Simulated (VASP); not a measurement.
Method: PBEsol GGA, VASP's PBE PAW potentials (set 64) (plane waves; VASP 6.6.1).

Input for VASP

POSCAR:
```
Ta
1.0
 -1.5961948626   1.5961948626   1.5961948626
  1.5961948626  -1.5961948626   1.5961948626
  1.5961948626   1.5961948626  -1.5961948626
Ta
1
Cart
  0.0000000000   0.0000000000   0.0000000000
```

### INCAR
```
# general
SYSTEM   =  Ta
PREC     =  Accurate
ENCUT    =  500   # plane-wave cut-off (eV)
LREAL    =  F   # projection in real space or not
LASPH    =  T

# electronic loop
EDIFF    =  1E-6   # SCF stop (eV)
NELM     =  100
ALGO     =  Normal   # blocked Davidson
LMAXMIX  =  6   # l cut-off of mixed one-centre charges

# smearing
ISMEAR   =  1
SIGMA    =  0.1

# functional
GGA      =  PS

# ions
IBRION   =  2   # conjugate gradients
NSW      =  40   # most ionic steps
ISIF     =  3   # ions, shape and volume
EDIFFG   =  -0.02   # ionic stop
PSTRESS  =  300

# output
LWAVE    =  F
LCHARG   =  F
```

### KPOINTS
```
kpoints
0
Gamma
 16 16 16
0 0 0
```

POTCAR, in this order: Ta_pv (PBE.64 set). Program: vasp_std.

Question: What will the output report for the number of irreducible k-points (NKPTS), largest plane-wave count, number of space-group operations, FFT grid (NGX, NGY, NGZ)?

Answer: 
```json
{
  "number of irreducible k-points (NKPTS)": "145",
  "largest_plane_wave_count": "427",
  "number_of_space_group_operations": "48",
  "FFT grid (NGX, NGY, NGZ)": "20 × 20 × 20"
}
```

The compound is Ta in the bcc structure. This run relaxes it under an external pressure of 30 GPa. Symmetry was kept, so distortions that lower it aren't found.
